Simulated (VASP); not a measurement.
A VASP calculation is set up with these files.

### INCAR
```
SYSTEM = InAs
PREC = Accurate
ENCUT = 520
EDIFF = 1E-6
NELM = 100
ALGO = Normal
LREAL = .FALSE.
LASPH = .TRUE.
ISMEAR = 0
SIGMA = 0.05
GGA = MK
PARAM1 = 0.1234
PARAM2 = 1.0
LUSE_VDW = .TRUE.
AGGAC = 0.0
LMAXMIX = 4
LWAVE = .FALSE.
LCHARG = .FALSE.
IBRION = 2
ISIF = 3
NSW = 60
EDIFFG = -0.01
```

### POSCAR
```
InAs
1.0
  0.0000000000   3.0300000000   3.0300000000
  3.0300000000   0.0000000000   3.0300000000
  3.0300000000   3.0300000000   0.0000000000
In As
1 1
Direct
  0.0000000000   0.0000000000   0.0000000000
  0.2500000000   0.2500000000   0.2500000000
```

KPOINTS:
```
Automatic mesh
0
Gamma
7 7 7
0 0 0
```

POTCAR, in this order: In_d As (PBE.64 set). Program: vasp_std.

### Question
Translate this optB86b-vdW calculation to Quantum ESPRESSO's pw.x.

### Answer
One equivalent input (not run):
```
&CONTROL
  calculation = 'vc-relax'
  pseudo_dir = './pseudo'
  outdir = './out'
  tprnfor = .true.
  tstress = .true.
  nstep = 60
  forc_conv_thr = 0.00039
/
&SYSTEM
  ibrav = 0
  nat = 2
  ntyp = 2
  ecutwfc = 84
  occupations = 'smearing'
  smearing = 'gaussian'
  degauss = 0.003675
  input_dft = 'vdw-df-ob86'
/
&ELECTRONS
  conv_thr = 7.3e-08
  electron_maxstep = 100
/
&IONS
/
&CELL
/
ATOMIC_SPECIES
  In 114.818 In.upf
  As 74.922 As.upf
CELL_PARAMETERS angstrom
     0.0000000    3.0300000    3.0300000
     3.0300000    0.0000000    3.0300000
     3.0300000    3.0300000    0.0000000
ATOMIC_POSITIONS crystal
  In   0.0000000  0.0000000  0.0000000
  As   0.2500000  0.2500000  0.2500000
K_POINTS automatic
  7 7 7 0 0 0
```
Limits of the translation: the potentials are each code's own (VASP's PAW set, PseudoDojo norm-conserving files in pw.x), so ENCUT and ecutwfc are chosen apart and not converted; conv_thr bounds pw.x's estimated SCF error, while EDIFF bounds the energy change between steps; forc_conv_thr acts on force components and is met together with etot_conv_thr.

The compound is InAs in the zinc blende structure. This run relaxes it. Symmetry was kept, so distortions that lower it aren't found.
